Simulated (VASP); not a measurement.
```yaml
crystal:
  lattice:
    - [1.44566, -3.88739, 0.00000]
    - [1.44566, 3.88739, 0.00000]
    - [0.00000, 0.00000, 2.89361]
  atoms:
    - { symbol: Cr, position: [0.85450, 0.14550, 0.25000] }
    - { symbol: Cr, position: [0.14550, 0.85450, 0.75000] }
    - { symbol: B, position: [0.56525, 0.43475, 0.25000] }
    - { symbol: B, position: [0.43475, 0.56525, 0.75000] }
```

Level of theory: PBEsol GGA, VASP's PBE PAW potentials (set 64) (plane waves; VASP). Settings: 650 eV cut-off, 10×10×10 Γ-centred mesh, first-order Methfessel-Paxton smearing of 0.10 eV, potentials Cr_pv B.

Finite-difference elastic constants of metals are sensitive to mesh and smearing; shear constants can be off by tens of GPa.

Task: Give the elastic stiffness tensor with the ions relaxed (GPa, in the frame of the cell).

Result: 
```json
[
 {"": "xx", "xx": "538", "yy": "192", "zz": "191", "yz": "0.0", "xz": "0.0", "xy": "0.0"},
 {"": "yy", "xx": "192", "yy": "647", "zz": "161", "yz": "0.0", "xz": "0.0", "xy": "0.0"},
 {"": "zz", "xx": "191", "yy": "161", "zz": "631", "yz": "0.0", "xz": "0.0", "xy": "0.0"},
 {"": "yz", "xx": "0.0", "yy": "0.0", "zz": "0.0", "yz": "235", "xz": "0.0", "xy": "0.0"},
 {"": "xz", "xx": "0.0", "yy": "0.0", "zz": "0.0", "yz": "0.0", "xz": "300", "xy": "0.0"},
 {"": "xy", "xx": "0.0", "yy": "0.0", "zz": "0.0", "yz": "0.0", "xz": "0.0", "xy": "235"}
]
```

Task: Predict the Hill bulk modulus, Hill shear modulus, Young's modulus, Poisson's ratio.

Result: 
```json
{
 "hill_bulk_modulus": "322 GPa",
 "hill_shear_modulus": "236 GPa",
 "Young's modulus": "569 GPa",
 "Poisson's ratio": "0.205"
}
```

The compound is CrB in the sg63 structure. It was relaxed first, which changed the volume by -5 %. The run is not spin-polarised, so no magnetic state was tried.
